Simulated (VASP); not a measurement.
Wanted: the native input for a VASP 6.6.1 run.

| Property | Result |
| --- | --- |
| Task | relaxation of cell and atoms |
| Functional | PBEsol |
| Potentials or basis | VASP PAW PBE potentials, release 64 (Sn_d) |
| Cutoff | 520 eV |
| k mesh | 8 × 8 × 8 |
| Occupations | gaussian, width 0.02 eV |
| Spin | no spin polarisation |
| Further INCAR settings | ALGO = Fast; EDIFF = 1e-07; IBRION = 2; EDIFFG = -0.002; NSW = 80; ISIF = 3 |

The structure of Sn lies in POSCAR:

```
Sn                                      
1.0
   -0.0000000000      3.2676744116      3.2676744116
    3.2676744116      0.0000000000      3.2676744116
    3.2676744116      3.2676744116     -0.0000000000
  Sn            
     2
Direct
     0.0000000000000000    0.0000000000000000    0.0000000000000000
     0.2500000000000000    0.2500000000000000    0.2500000000000000
```

This isn't the form of Sn at room conditions, which is tetragonal (white tin).

These files were run (other wordings do the same):

INCAR

```
PREC = Accurate
ENCUT = 520
EDIFF = 1E-7
ISMEAR = 0
SIGMA = 0.02
LREAL = F
LASPH = T
NELM = 80
ALGO = Fast
ISIF = 3
LWAVE = F
LCHARG = F
GGA = PS
IBRION = 2
NSW = 80
EDIFFG = -0.002
KPAR = 4
```

KPOINTS

```
Automatic mesh
0
Gamma
  8 8 8
```

Potentials or basis: VASP PAW PBE potentials, release 64 (Sn_d).

Launch:

```console
$ cat potpaw_PBE.64/Sn_d/POTCAR > POTCAR
$ mpirun -np 4 vasp_std > vasp.out
```

Results of the run:

The pressure after relaxing is 0.0 GPa. The band gap on the k mesh is none (metal or under the smearing width).

Caveat: the relaxation stopped at its first step, so nothing moved; the PAW data sets were made with another functional, which shifts forces and pressure a little.

It took 12 s on 4 MPI ranks on Intel(R) Xeon(R) 6975P-C (Granite Rapids), on a shared host, peak memory 0.2 GiB a rank.
